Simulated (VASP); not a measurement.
OSZICAR of a VASP run on Fe3N (a trial cell in the D03 structure, space group Fm-3m):

**OSZICAR**
```
       N       E                     dE             d eps       ncg     rms           ort
DAV:   1     0.309966150151E+03    0.30997E+03   -0.13314E+04   384   0.163E+03
DAV:   2     0.698251740324E+02   -0.24014E+03   -0.23036E+03   384   0.378E+02
DAV:   3    -0.541544314837E+01   -0.75241E+02   -0.68567E+02   384   0.177E+02
DAV:   4    -0.278086888989E+02   -0.22393E+02   -0.20879E+02   384   0.109E+02
DAV:   5    -0.317314227472E+02   -0.39227E+01   -0.36866E+01   384   0.471E+01
SDA:   6    -0.561083453632E+01    0.26121E+02   -0.80207E+02   384   0.201E+03   0.000E+00
DMP:   7     0.282032629822E+02    0.33814E+02   -0.30887E+03   384   0.935E+03  -0.426E+03
DMP:   8     0.154245912071E+03    0.12604E+03   -0.60788E+03   384   0.178E+04  -0.687E+03
DMP:   9     0.530557692429E+03    0.37631E+03   -0.70724E+03   384   0.216E+04  -0.103E+04
DMP:  10     0.645742009679E+03    0.11518E+03   -0.79641E+03   384   0.260E+04  -0.158E+04
DMP:  11     0.637054696118E+03   -0.86873E+01   -0.79815E+03   384   0.270E+04  -0.185E+04
DMP:  12     0.476289724690E+03   -0.16076E+03   -0.12400E+04   384   0.389E+04  -0.208E+04
DMP:  13     0.440507962104E+03   -0.35782E+02   -0.48748E+03   384   0.156E+04  -0.890E+03
DMP:  14     0.336514786758E+03   -0.10399E+03   -0.10532E+04   384   0.366E+04  -0.268E+04
DMP:  15     0.384643310148E+03    0.48129E+02   -0.49268E+03   384   0.167E+04  -0.115E+04
DMP:  16     0.445002914743E+03    0.60360E+02   -0.80138E+03   384   0.256E+04  -0.145E+04
DMP:  17     0.502877813839E+03    0.57875E+02   -0.47056E+03   384   0.163E+04  -0.119E+04
DMP:  18     0.445471458690E+03   -0.57406E+02   -0.93954E+03   384   0.331E+04  -0.253E+04
DMP:  19     0.480456012373E+03    0.34985E+02   -0.51511E+03   384   0.176E+04  -0.124E+04
DMP:  20     0.481517430811E+03    0.10614E+01   -0.73250E+03   384   0.246E+04  -0.165E+04
DMP:  21     0.502410520651E+03    0.20893E+02   -0.47117E+03   384   0.163E+04  -0.119E+04
DMP:  22     0.474195988025E+03   -0.28215E+02   -0.61276E+03   384   0.212E+04  -0.154E+04
DMP:  23     0.493211409246E+03    0.19015E+02   -0.47093E+03   384   0.162E+04  -0.115E+04
DMP:  24     0.465931093816E+03   -0.27280E+02   -0.56574E+03   384   0.193E+04  -0.134E+04
DMP:  25     0.483535201360E+03    0.17604E+02   -0.46276E+03   384   0.159E+04  -0.113E+04
DMP:  26     0.460486845553E+03   -0.23048E+02   -0.54327E+03   384   0.187E+04  -0.135E+04
DMP:  27     0.476367630228E+03    0.15881E+02   -0.46640E+03   384   0.161E+04  -0.115E+04
DMP:  28     0.452183129840E+03   -0.24185E+02   -0.55714E+03   384   0.191E+04  -0.136E+04
DMP:  29     0.468733080881E+03    0.16550E+02   -0.47812E+03   384   0.164E+04  -0.117E+04
DMP:  30     0.449202589959E+03   -0.19530E+02   -0.54730E+03   384   0.189E+04  -0.136E+04
DMP:  31     0.465398201178E+03    0.16196E+02   -0.47460E+03   384   0.163E+04  -0.117E+04
DMP:  32     0.443714039507E+03   -0.21684E+02   -0.53229E+03   384   0.183E+04  -0.131E+04
DMP:  33     0.461902423719E+03    0.18188E+02   -0.48494E+03   384   0.167E+04  -0.119E+04
DMP:  34     0.443160334805E+03   -0.18742E+02   -0.53491E+03   384   0.184E+04  -0.133E+04
DMP:  35     0.460860368943E+03    0.17700E+02   -0.49021E+03   384   0.169E+04  -0.121E+04
DMP:  36     0.440142823082E+03   -0.20718E+02   -0.53596E+03   384   0.184E+04  -0.132E+04
DMP:  37     0.459498211258E+03    0.19355E+02   -0.49824E+03   384   0.172E+04  -0.123E+04
DMP:  38     0.439827412489E+03   -0.19671E+02   -0.53496E+03   384   0.184E+04  -0.133E+04
DMP:  39     0.459212341647E+03    0.19385E+02   -0.50693E+03   384   0.175E+04  -0.126E+04
DMP:  40     0.438447124802E+03   -0.20765E+02   -0.53352E+03   384   0.184E+04  -0.132E+04
DMP:  41     0.458625814015E+03    0.20179E+02   -0.51679E+03   384   0.178E+04  -0.128E+04
DMP:  42     0.438560937993E+03   -0.20065E+02   -0.53151E+03   384   0.183E+04  -0.132E+04
DMP:  43     0.458438934100E+03    0.19878E+02   -0.52028E+03   384   0.179E+04  -0.129E+04
DMP:  44     0.438037085914E+03   -0.20402E+02   -0.53082E+03   384   0.183E+04  -0.131E+04
DMP:  45     0.458255827717E+03    0.20219E+02   -0.51311E+03   384   0.177E+04  -0.127E+04
DMP:  46     0.438359279687E+03   -0.19897E+02   -0.53019E+03   384   0.183E+04  -0.132E+04
DMP:  47     0.458720392144E+03    0.20361E+02   -0.51066E+03   384   0.176E+04  -0.127E+04
DMP:  48     0.437609307805E+03   -0.21111E+02   -0.52858E+03   384   0.182E+04  -0.131E+04
DMP:  49     0.457962980085E+03    0.20354E+02   -0.51321E+03   384   0.177E+04  -0.127E+04
DMP:  50     0.438290134852E+03   -0.19673E+02   -0.52862E+03   384   0.182E+04  -0.131E+04
DMP:  51     0.458032882649E+03    0.19743E+02   -0.51236E+03   384   0.177E+04  -0.127E+04
DMP:  52     0.437374562798E+03   -0.20658E+02   -0.52796E+03   384   0.182E+04  -0.131E+04
DMP:  53     0.457607602618E+03    0.20233E+02   -0.51381E+03   384   0.177E+04  -0.128E+04
DMP:  54     0.437478342202E+03   -0.20129E+02   -0.52787E+03   384   0.182E+04  -0.131E+04
DMP:  55     0.457314682487E+03    0.19836E+02   -0.51905E+03   384   0.179E+04  -0.129E+04
DMP:  56     0.436580088258E+03   -0.20735E+02   -0.52834E+03   384   0.182E+04  -0.131E+04
DMP:  57     0.456302097053E+03    0.19722E+02   -0.53149E+03   384   0.183E+04  -0.132E+04
DMP:  58     0.436454312844E+03   -0.19848E+02   -0.52802E+03   384   0.182E+04  -0.131E+04
DMP:  59     0.455966624496E+03    0.19512E+02   -0.53265E+03   384   0.184E+04  -0.132E+04
DMP:  60     0.435554203092E+03   -0.20412E+02   -0.53068E+03   384   0.183E+04  -0.131E+04
DMP:  61     0.455726915121E+03    0.20173E+02   -0.53054E+03   384   0.183E+04  -0.132E+04
DMP:  62     0.436034989654E+03   -0.19692E+02   -0.52889E+03   384   0.182E+04  -0.131E+04
DMP:  63     0.456396437098E+03    0.20361E+02   -0.52919E+03   384   0.183E+04  -0.132E+04
DMP:  64     0.435982152402E+03   -0.20414E+02   -0.52889E+03   384   0.182E+04  -0.131E+04
DMP:  65     0.456696731680E+03    0.20715E+02   -0.53047E+03   384   0.183E+04  -0.132E+04
DMP:  66     0.436549264848E+03   -0.20147E+02   -0.52827E+03   384   0.182E+04  -0.131E+04
DMP:  67     0.457044990939E+03    0.20496E+02   -0.52806E+03   384   0.182E+04  -0.131E+04
DMP:  68     0.436883739902E+03   -0.20161E+02   -0.52689E+03   384   0.182E+04  -0.131E+04
DMP:  69     0.457021631425E+03    0.20138E+02   -0.52858E+03   384   0.182E+04  -0.131E+04
DMP:  70     0.436993158074E+03   -0.20028E+02   -0.52555E+03   384   0.181E+04  -0.130E+04
DMP:  71     0.457199532491E+03    0.20206E+02   -0.52823E+03   384   0.182E+04  -0.131E+04
DMP:  72     0.436685477221E+03   -0.20514E+02   -0.52809E+03   384   0.182E+04  -0.131E+04
DMP:  73     0.456844127756E+03    0.20159E+02   -0.52710E+03   384   0.182E+04  -0.131E+04
DMP:  74     0.436291649333E+03   -0.20552E+02   -0.52567E+03   384   0.181E+04  -0.130E+04
DMP:  75     0.456778418441E+03    0.20487E+02   -0.52509E+03   384   0.181E+04  -0.130E+04
DMP:  76     0.436254884521E+03   -0.20524E+02   -0.52546E+03   384   0.181E+04  -0.130E+04
DMP:  77     0.456460684905E+03    0.20206E+02   -0.52124E+03   384   0.180E+04  -0.130E+04
DMP:  78     0.436665500871E+03   -0.19795E+02   -0.52536E+03   384   0.181E+04  -0.130E+04
DMP:  79     0.456784005749E+03    0.20119E+02   -0.51994E+03   384   0.179E+04  -0.129E+04
DMP:  80     0.436250902348E+03   -0.20533E+02   -0.52778E+03   384   0.182E+04  -0.131E+04
DMP:  81     0.456657562924E+03    0.20407E+02   -0.52307E+03   384   0.180E+04  -0.130E+04
DMP:  82     0.436350398672E+03   -0.20307E+02   -0.52538E+03   384   0.181E+04  -0.130E+04
DMP:  83     0.456629647013E+03    0.20279E+02   -0.52659E+03   384   0.182E+04  -0.131E+04
DMP:  84     0.436039107264E+03   -0.20591E+02   -0.52632E+03   384   0.181E+04  -0.130E+04
DMP:  85     0.456746670942E+03    0.20708E+02   -0.52571E+03   384   0.181E+04  -0.131E+04
DMP:  86     0.436314821776E+03   -0.20432E+02   -0.52428E+03   384   0.181E+04  -0.130E+04
DMP:  87     0.457049640117E+03    0.20735E+02   -0.52421E+03   384   0.181E+04  -0.130E+04
DMP:  88     0.437075116680E+03   -0.19975E+02   -0.52462E+03   384   0.181E+04  -0.130E+04
DMP:  89     0.457506731244E+03    0.20432E+02   -0.51940E+03   384   0.179E+04  -0.129E+04
DMP:  90     0.437079123316E+03   -0.20428E+02   -0.52219E+03   384   0.180E+04  -0.129E+04
DMP:  91     0.457816679476E+03    0.20738E+02   -0.51778E+03   384   0.179E+04  -0.129E+04
DMP:  92     0.437109758904E+03   -0.20707E+02   -0.52451E+03   384   0.181E+04  -0.130E+04
DMP:  93     0.457431926038E+03    0.20322E+02   -0.52004E+03   384   0.179E+04  -0.129E+04
DMP:  94     0.437238579293E+03   -0.20193E+02   -0.52285E+03   384   0.180E+04  -0.130E+04
DMP:  95     0.457441912582E+03    0.20203E+02   -0.52538E+03   384   0.181E+04  -0.131E+04
DMP:  96     0.436836214688E+03   -0.20606E+02   -0.52556E+03   384   0.181E+04  -0.130E+04
DMP:  97     0.457446552793E+03    0.20610E+02   -0.51752E+03   384   0.179E+04  -0.129E+04
DMP:  98     0.436899544759E+03   -0.20547E+02   -0.52419E+03   384   0.181E+04  -0.130E+04
DMP:  99     0.457317755365E+03    0.20418E+02   -0.51335E+03   384   0.177E+04  -0.127E+04
DMP: 100     0.437124504329E+03   -0.20193E+02   -0.52721E+03   384   0.182E+04  -0.131E+04
   1 F= 0.43712450E+03 E0= 0.43712697E+03  d E =-.493188E-02  mag=     0.0365
```

Question: Which electronic solver shows in the log?

Answer: It is blocked Davidson (ALGO = Normal, or the opening steps of other solvers) and then steepest descent (the opening step of the all-band solvers) and then damped velocity friction (ALGO = Damped). The INCAR had ALGO = Damped.

Question: How was spin treated?

Answer: Collinear spin (ISPIN = 2): the summary line carries one mag value, 0.04 μB in the cell.

Question: Can the final energy be trusted as converged?

Answer: The run did not converge; its last values are not results. It stopped with EDIFF = 1E-6, NELM = 100 (PBE GGA, plane waves, VASP's PBE PAW potentials (set 64)).  The moments were started parallel, and other spin orders were not tried in this run.

The structure was generated: Fe3N was put into the D03 type (Fm-3m), which need not be its known phase. The cell was not relaxed at this level. The run is one of a series of settings (ALGO = Damped against the base run), some of them coarse on purpose.
